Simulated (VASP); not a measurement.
```yaml
crystal:
  lattice:
    - [0.00000, 3.10531, 3.10531]
    - [3.10531, 0.00000, 3.10531]
    - [3.10531, 3.10531, 0.00000]
  atoms:
    - { symbol: Cd, position: [0.00000, 0.00000, 0.00000] }
    - { symbol: Se, position: [0.25000, 0.25000, 0.25000] }
```

Level of theory: PBE GGA, VASP's PBE PAW potentials (set 64) (plane waves; VASP 6.6.1). Run with 500 eV cut-off, 7×7×7 Γ-centred mesh, Gaussian smearing of 0.050 eV, potentials Cd Se.

Question: Estimate the energy per atom (σ→0), band gap (on the k-mesh) with the smallest direct gap where there is one.

Answer: 
```
Property                                     Result
-----------------------------------  --------------
band gap (on the k-mesh)                    0.48 eV
smallest direct gap (on the k-mesh)         0.48 eV
energy per atom (σ→0)                -2.749 eV/atom
```

Total energies compare only between runs with the same potentials, cut-off and functional.

The compound is CdSe in the zinc blende structure, whereas wurtzite is the usual form. It was relaxed first, which changed the volume by +8 %.
